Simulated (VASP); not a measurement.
Set up this calculation in VASP 6.6.1, as the native input.

* Task: density of states
* Functional: PBE
* Potentials or basis: VASP PAW PBE potentials, release 64 (Ca_sv, Zr_sv, N)
* Cutoff: 520 eV
* k mesh: 8 × 8 × 4
* Occupations: gaussian, width 0.1 eV
* Spin: no spin polarisation
* k mesh for the DOS: 12 × 12 × 6
* Occupations for the DOS: tetrahedron
* Further INCAR settings: ALGO = Fast; EDIFF = 1e-07; NBANDS = 38

Ca3ZrN3:

```
CELL_PARAMETERS angstrom
3.50382 0.00000 0.00000
0.00000 3.50382 0.00000
0.00000 0.00000 9.84386
ATOMIC_POSITIONS crystal
Ca 0.00000 0.00000 0.00000
Ca 0.50000 0.50000 0.24593
Ca 0.50000 0.50000 0.75407
Zr 0.00000 0.00000 0.50000
N 0.50000 0.50000 0.00000
N 0.00000 0.00000 0.29169
N 0.00000 0.00000 0.70831
```

The cell was built by a generator and needn't be a form met in nature.

One way to write it, as run:

POSCAR

```
Ca3ZrN3                                 
1.0
    3.5038200788      0.0000000000     -0.0000000000
    0.0000000000      3.5038200788     -0.0000000000
   -0.0000000000      0.0000000000      9.8438572825
  Ca              Zr              N             
     3     1     3
Direct
     1.0000000000000000    1.0000000000000000    0.0000000000000000
     0.5000000000000000    0.5000000000000000    0.2459339778947287
     0.5000000000000000    0.5000000000000000    0.7540660221052713
     1.0000000000000000    1.0000000000000000    0.5000000000000000
     0.5000000000000000    0.5000000000000000    0.0000000000000000
     1.0000000000000000    1.0000000000000000    0.2916875071008719
     1.0000000000000000    1.0000000000000000    0.7083124928991281
```

INCAR.step1

```
SYSTEM = Ca3ZrN3
PREC = Accurate
ENCUT = 520
EDIFF = 1E-7
ISMEAR = 0
SIGMA = 0.1
LREAL = .FALSE.
LASPH = .TRUE.
NELM = 80
ALGO = Fast
ISIF = 2
LWAVE = .FALSE.
LCHARG = .TRUE.
LMAXMIX = 4
GGA = PE
NBANDS = 38
KPAR = 4
```

KPOINTS.step1

```
regular mesh
0
G
  8 8 4
  0 0 0
```

INCAR.step2

```
SYSTEM = Ca3ZrN3
PREC = Accurate
ENCUT = 520
EDIFF = 1E-7
ISMEAR = -5
SIGMA = 0.1
LREAL = .FALSE.
LASPH = .TRUE.
NELM = 80
ALGO = Fast
ISIF = 2
LWAVE = .FALSE.
LCHARG = .FALSE.
LMAXMIX = 4
GGA = PE
LORBIT = 11
NBANDS = 38
KPAR = 4
NEDOS = 1001
ICHARG = 11
```

KPOINTS.step2

```
regular mesh
0
G
  12 12 6
  0 0 0
```

Potentials or basis: VASP PAW PBE potentials, release 64 (Ca_sv, Zr_sv, N).

Launch:

```bash
$ cat potpaw_PBE.64/Ca_sv/POTCAR potpaw_PBE.64/Zr_sv/POTCAR potpaw_PBE.64/N/POTCAR > POTCAR
$ cp INCAR.step1 INCAR
$ cp KPOINTS.step1 KPOINTS
$ mpirun -np 4 vasp_std > vasp.out
$ cp INCAR.step2 INCAR
$ cp KPOINTS.step2 KPOINTS
$ mpirun -np 4 vasp_std > vasp.out
```

Results of the run:

```yaml
Valence_electrons_inside_the_program's_atomic_spheres: Ca 8.21, 8.22; Zr 9.80; N 3.58, 3.63
```

Run time: 4.2 min on 4 MPI ranks on AMD EPYC 9R45 96-Core Processor (Zen 5), on a shared host, peak memory 0.54 GiB a rank.
